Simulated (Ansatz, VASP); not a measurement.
## Ag2HgAsI6: VASP beside Ansatz

Aim: how closely do two programs agree when they are given the same cell, functional and k mesh? The cell is invented: As first built, before any earlier steps moved the atoms (in the runner's words): it takes the K2HgAsI6 structure with some of its atoms replaced by other elements, volume scaled by an estimate. It may not be a known or stable phase. The cell is taken from a series of VASP runs on this material, whose earlier steps may have relaxed, scaled or displaced it; both programs get it as it stands.

Main program and level: Ansatz 0.2.0; plane waves, with VASP 6.6.1 beside it; relaxation of cell and atoms at PBE.

## (1) Set-up

Symmetry: Fm-3m, No. 225, cubic system. The conventional cell has a = 11.686 Å, b = 11.686 Å, c = 11.686 Å, α = 90.00°, β = 90.00°, γ = 90.00°. Nearest to Hg lie 6 I at 3.00 Å. Nearest to I lie 1 As at 2.84 Å and 1 Hg at 3.00 Å. Ag has 12 I at 4.13 Å nearest. Nearest to As lie 6 I at 2.84 Å. As first built, before any earlier steps moved the atoms (in the runner's words): sites of the K2HgAsI6 structure (space group 225) filled with other elements, volume scaled by an estimate. Farther neighbours and most contacts between anions are not listed.

Structure file:

```cif
data_structure
_symmetry_space_group_name_H-M 'P 1'
_symmetry_Int_Tables_number 1
_cell_length_a 8.2636
_cell_length_b 8.2636
_cell_length_c 8.2636
_cell_angle_alpha 60.000
_cell_angle_beta 60.000
_cell_angle_gamma 60.000
_cell_volume 399.01
loop_
_atom_site_label
_atom_site_type_symbol
_atom_site_fract_x
_atom_site_fract_y
_atom_site_fract_z
_atom_site_occupancy
Hg1 Hg 0.50000 0.50000 0.50000 1
I2 I 0.75671 0.24329 0.24329 1
I3 I 0.24329 0.24329 0.75671 1
I4 I 0.24329 0.75671 0.75671 1
I5 I 0.24329 0.75671 0.24329 1
I6 I 0.75671 0.24329 0.75671 1
I7 I 0.75671 0.75671 0.24329 1
Ag8 Ag 0.75000 0.75000 0.75000 1
Ag9 Ag 0.25000 0.25000 0.25000 1
As10 As 0.00000 0.00000 0.00000 1
```

## (2) VASP: relaxation of cell and atoms, PBE

The relaxed volume is the usual yardstick between codes: its relative difference is about their pressure difference at one cell divided by the bulk modulus.

Lines of VASP's logs that name or quote its potential files are left out, and so is its time.

Input file INCAR:

```
SYSTEM = Ag2HgAsI6
PREC = Accurate
ENCUT = 520
EDIFF = 1E-06
NELM = 100
ISMEAR = -1
SIGMA = 0.05
LREAL = .FALSE.
ALGO = Normal
GGA = PE
NBANDS = 50
LORBIT = 11
LWAVE = .FALSE.
LCHARG = .FALSE.
KPAR = 2
NCORE = 2
IBRION = 2
NSW = 60
ISIF = 3
EDIFFG = -0.01
```

Input file POSCAR:

```
Ag2HgAsI6
1.0
    0.0000000000      5.8432244221      5.8432244221
    5.8432244221      0.0000000000      5.8432244221
    5.8432244221      5.8432244221      0.0000000000
Hg I Ag As
1 6 2 1
Direct
    0.5000000000      0.5000000000      0.5000000000
    0.7567074805      0.2432925195      0.2432925195
    0.2432925195      0.2432925195      0.7567074805
    0.2432925195      0.7567074805      0.7567074805
    0.2432925195      0.7567074805      0.2432925195
    0.7567074805      0.2432925195      0.7567074805
    0.7567074805      0.7567074805      0.2432925195
    0.7500000000      0.7500000000      0.7500000000
    0.2500000000      0.2500000000      0.2500000000
    0.0000000000      0.0000000000      0.0000000000
```

Input file KPOINTS:

```
Automatic mesh
0
Gamma
3 3 3
0 0 0
```

PAW data sets: Hg, I, Ag and As (PBE family, release 64).

Run with:

```bash
mpirun -np 4 vasp_std
```

Numbers of over 12 decimals in the logs are rounded to 6 here.

Log:

```text
[banner, memory and clock lines left out]
running    4 mpi-ranks, on    1 nodes
 distrk:  each k-point on    2 cores,    2 groups
 distr:  one band on    2 cores,    1 groups

 POSCAR found type information on POSCAR HgI AgAs
 POSCAR found :  4 types and      10 ions
 LDA part: xc-table for (Slater+PW92), standard interpolation
 POSCAR, INCAR and KPOINTS ok, starting setup
 FFT: planning ... GRIDC
 FFT: planning ... GRID_SOFT
 FFT: planning ... GRID
 WAVECAR not read
 entering main loop
       N       E                     dE             d eps       ncg     rms          rms(c)
DAV:   1     0.495388617987E+03    0.49539E+03   -0.32707E+04   400   0.135E+03
DAV:   2     0.212778863514E+02   -0.47411E+03   -0.45335E+03   492   0.250E+02
DAV:   3    -0.178106484035E+02   -0.39089E+02   -0.38471E+02   452   0.701E+01
DAV:   4    -0.187639877368E+02   -0.95334E+00   -0.95091E+00   472   0.116E+01
DAV:   5    -0.187856822973E+02   -0.21695E-01   -0.21676E-01   478   0.185E+00    0.101E+01
DAV:   6    -0.177025707519E+02    0.10831E+01   -0.15454E+00   452   0.103E+01    0.738E+00
DAV:   7    -0.175633641325E+02    0.13921E+00   -0.12926E+00   438   0.461E+00    0.280E+00
DAV:   8    -0.175525688641E+02    0.10795E-01   -0.19795E-01   456   0.265E+00    0.108E+00
DAV:   9    -0.175525710108E+02   -0.21467E-05   -0.20945E-02   422   0.967E-01    0.424E-01
DAV:  10    -0.175519618147E+02    0.60920E-03   -0.48296E-03   416   0.414E-01    0.101E-01
DAV:  11    -0.175520571259E+02   -0.95311E-04   -0.90045E-04   444   0.141E-01    0.848E-02
DAV:  12    -0.175520635000E+02   -0.63741E-05   -0.12002E-04   440   0.664E-02    0.493E-02
DAV:  13    -0.175521043137E+02   -0.40814E-04   -0.69253E-05   412   0.324E-02    0.407E-02
DAV:  14    -0.175520988682E+02    0.54455E-05   -0.14633E-05   416   0.186E-02    0.125E-02
DAV:  15    -0.175520992617E+02   -0.39352E-06   -0.21283E-06   380   0.489E-03
   1 F= -.17552099E+02 E0= -.17538276E+02  d E =-.175521E+02
 curvature:   0.00 expect dE= 0.000E+00 dE for cont linesearch  0.000E+00
 trial: gam= 0.00000 g(F)=  0.175E-03 g(S)=  0.319E-04 ort = 0.000E+00 (trialstep = 0.100E+01)
 search vector abs. value=  0.206E-03
 bond charge predicted
       N       E                     dE             d eps       ncg     rms          rms(c)
DAV:   1    -0.175525248158E+02   -0.42595E-03   -0.12169E-02   406   0.484E-01    0.115E-01
DAV:   2    -0.175522986715E+02    0.22614E-03   -0.10372E-03   440   0.177E-01    0.460E-02
DAV:   3    -0.175522687104E+02    0.29961E-04   -0.82486E-05   434   0.376E-02    0.340E-02
DAV:   4    -0.175522658985E+02    0.28119E-05   -0.13356E-05   410   0.108E-02    0.130E-02
DAV:   5    -0.175522667536E+02   -0.85502E-06   -0.22916E-06   244   0.840E-03
   2 F= -.17552267E+02 E0= -.17538447E+02  d E =-.167492E-03
 trial-energy change:   -0.000167  1 .order   -0.000164   -0.000206   -0.000122
 step:   2.4411(harm=  2.4411)  dis= 0.00289  next Energy=   -17.552351 (dE=-0.252E-03)
 bond charge predicted
       N       E                     dE             d eps       ncg     rms          rms(c)
DAV:   1    -0.175529087959E+02   -0.64290E-03   -0.25448E-02   404   0.700E-01    0.169E-01
DAV:   2    -0.175524380050E+02    0.47079E-03   -0.21645E-03   440   0.256E-01    0.658E-02
DAV:   3    -0.175523739603E+02    0.64045E-04   -0.17474E-04   430   0.546E-02    0.487E-02
DAV:   4    -0.175523660724E+02    0.78879E-05   -0.27834E-05   418   0.156E-02    0.189E-02
DAV:   5    -0.175523670037E+02   -0.93133E-06   -0.50625E-06   368   0.121E-02
   3 F= -.17552367E+02 E0= -.17538553E+02  d E =-.267742E-03
 curvature:  -1.22 expect dE=-0.714E-05 dE for cont linesearch -0.715E-07
 trial: gam= 0.01149 g(F)=  0.136E-05 g(S)=  0.448E-05 ort = 0.348E-05 (trialstep = 0.129E+01)
 search vector abs. value=  0.596E-05
 reached required accuracy - stopping structural energy minimisation
```

Parts of OUTCAR (step 2):

```text
ion  position               nearest neighbor table
   1  0.500  0.500  0.500-   2 3.00   3 3.00   4 3.00   5 3.00   6 3.00   7 3.00
   2  0.757  0.243  0.243-  10 2.84   1 3.00
   3  0.243  0.243  0.757-  10 2.84   1 3.00
   4  0.243  0.757  0.757-  10 2.84   1 3.00
   5  0.243  0.757  0.243-  10 2.84   1 3.00
   6  0.757  0.243  0.757-  10 2.84   1 3.00
   7  0.757  0.757  0.243-  10 2.84   1 3.00
   8  0.750  0.750  0.750-
   9  0.250  0.250  0.250-
  10  0.000  0.000  0.000-   2 2.84   3 2.84   4 2.84   5 2.84   6 2.84   7 2.84

  LATTYP: Found a face centered cubic cell.
 ALAT       =    11.6864488442

 Subroutine GETGRP returns: Found 48 space group operations
 (whereof 48 operations were pure point group operations)

The static configuration has the point symmetry O_h .

 Found      4 irreducible k-points:

   k-points           NKPTS =      4   k-points in BZ     NKDIM =      4   number of bands    NBANDS=     50

   dimension x,y,z NGX =    64 NGY =   64 NGZ =   64
   dimension x,y,z NGXF=   128 NGYF=  128 NGZF=  128

   ENCUT  =  520.0 eV  38.22 Ry    6.18 a.u.  15.36 15.36 15.36*2*pi/ulx,y,z

   NELECT =      81.0000    total number of electrons

 k-points in reciprocal lattice and weights: Automatic mesh
   0.00000000  0.00000000  0.00000000       0.037
   0.33333333  0.00000000  0.00000000       0.296
   0.33333333  0.33333333  0.00000000       0.222
  -0.33333333  0.33333333  0.00000000       0.444

 average (electrostatic) potential at core
       1 -40.8039       2 -93.3133       3 -93.3133       4 -93.3133       5 -93.3133
       6 -93.3133       7 -93.3133       8 -76.0171       9 -76.0171      10 -53.3670

 E-fermi :   2.4361

 k-point     1 :       0.0000    0.0000    0.0000
  band No.  band energies     occupation
    ...
     38       1.6841      2.00000
     39       1.6841      2.00000
     40       1.6841      2.00000
     41       2.1353      1.99514
     42       2.2231      1.97216
     43       3.5302      0.00000
     44       3.5302      0.00000
     45       3.5302      0.00000
     46       4.2233      0.00000
     47       7.5018      0.00000
    ...

 k-point     2 :       0.3333    0.0000    0.0000
  band No.  band energies     occupation
    ...
     37       1.0909      2.00000
     38       1.4590      2.00000
     39       1.4590      2.00000
     40       1.4613      2.00000
     41       1.7707      2.00000
     42       2.7502      0.00373
     43       2.9169      0.00013
     44       4.6766      0.00000
     45       4.6766      0.00000
     46       5.8213      0.00000
    ...

 k-point     3 :       0.3333    0.3333    0.0000
  band No.  band energies     occupation
    ...
     36       1.0393      2.00000
     37       1.0853      2.00000
     38       1.0853      2.00000
     39       1.2087      2.00000
     40       1.6915      2.00000
     41       2.8802      0.00028
     42       2.9574      0.00006
     43       3.4523      0.00000
     44       3.7825      0.00000
     45       3.7825      0.00000
    ...

  Total        0.0176021      0.0176021      0.0176021     -0.0000000     -0.0000000      0.0000000
  in kB        0.0707960      0.0707960      0.0707960     -0.0000000     -0.0000000      0.0000000
  external PRESSURE =       0.0707960 kB  Pullay stress =       0.0000000 kB

  energy-cutoff  :      520.00
  volume of cell :      398.35
      direct lattice vectors                 reciprocal lattice vectors
     0.000000000  5.839995584  5.839995584    -0.085616503  0.085616503  0.085616503
     5.839995584  0.000000000  5.839995584     0.085616503 -0.085616503  0.085616503
     5.839995584  5.839995584 -0.000000000     0.085616503  0.085616503 -0.085616503

 POSITION                                       TOTAL-FORCE (eV/Angst)
 -----------------------------------------------------------------------------------
      5.84000      5.84000      5.84000         0.000000     -0.000000     -0.000000
      2.84454      5.84000      5.84000         0.002171     -0.000000     -0.000000
      5.84000      5.84000      2.84454         0.000000     -0.000000      0.002171
      8.83545      5.84000      5.84000        -0.002171     -0.000000     -0.000000
      5.84000      2.84454      5.84000         0.000000      0.002171     -0.000000
      5.84000      8.83545      5.84000         0.000000     -0.002171     -0.000000
      5.84000      5.84000      8.83545         0.000000     -0.000000     -0.002171
      8.75999      8.75999      8.75999        -0.000000     -0.000000     -0.000000
      2.92000      2.92000      2.92000         0.000000     -0.000000     -0.000000
      0.00000      0.00000      0.00000         0.000000     -0.000000     -0.000000
 -----------------------------------------------------------------------------------
    total drift:                               -0.000000      0.000000      0.000000

  FREE ENERGIE OF THE ION-ELECTRON SYSTEM (eV)
  ---------------------------------------------------
  free  energy   TOTEN  =       -17.5523670037 eV

  energy  without entropy=      -17.5247381427  energy(sigma->0) =      -17.53855257

 reached required accuracy - stopping structural energy minimisation

 total charge
# of ion       s       p       d       tot
------------------------------------------
    1        0.780   0.267   9.374  10.420
    2        1.523   2.721   0.019   4.263
    3        1.523   2.721   0.019   4.263
    4        1.523   2.721   0.019   4.263
    5        1.523   2.721   0.019   4.263
    6        1.523   2.721   0.019   4.263
    7        1.523   2.721   0.019   4.263
    8        0.133   0.021   9.394   9.549
    9        0.133   0.021   9.394   9.549
   10        1.376   1.124   0.060   2.560
--------------------------------------------------
tot         11.560  17.760  28.338  57.658

[... 1 further part left out ...]
```

CONTCAR:

```
Ag2HgAsI6
   1.00000000000000
     0.0000000000000000    5.8399955844112794    5.8399955844112794
     5.8399955844112794    0.0000000000000000    5.8399955844112794
     5.8399955844112794    5.8399955844112794   -0.0000000000000000
  Hg              I               Ag              As
     1     6     2     1
Direct
     0.5000000000000000    0.5000000000000000    0.5000000000000000
     0.7564600201155731    0.2435399798844268    0.2435399798844268
     0.2435399798844268    0.2435399798844268    0.7564600201155731
     0.2435399798844268    0.7564600201155731    0.7564600201155731
     0.2435399798844268    0.7564600201155731    0.2435399798844268
     0.7564600201155731    0.2435399798844268    0.7564600201155731
     0.7564600201155731    0.7564600201155731    0.2435399798844268
     0.7500000000000000    0.7500000000000000    0.7500000000000000
     0.2500000000000000    0.2500000000000000    0.2500000000000000
     0.0000000000000000    0.0000000000000000    0.0000000000000000
```

This run has no spin polarisation. Its electron count is odd, so without a moment it is a metal by construction.

(Part 1 of 2 ends here.)

[Lines on the potential files, build, host, timing and source positions are cut from VASP's logs without a mark.]

[Logs are printed without paths, hosts, clocks, repeated set-up lines and the standing remarks that a program may print on its own settings, such as how far it seeks lower states.]

[Hosts, paths, dates, database ids (printed as entryN), source tags and the programs' standing remarks are cut or masked in the printed files.]
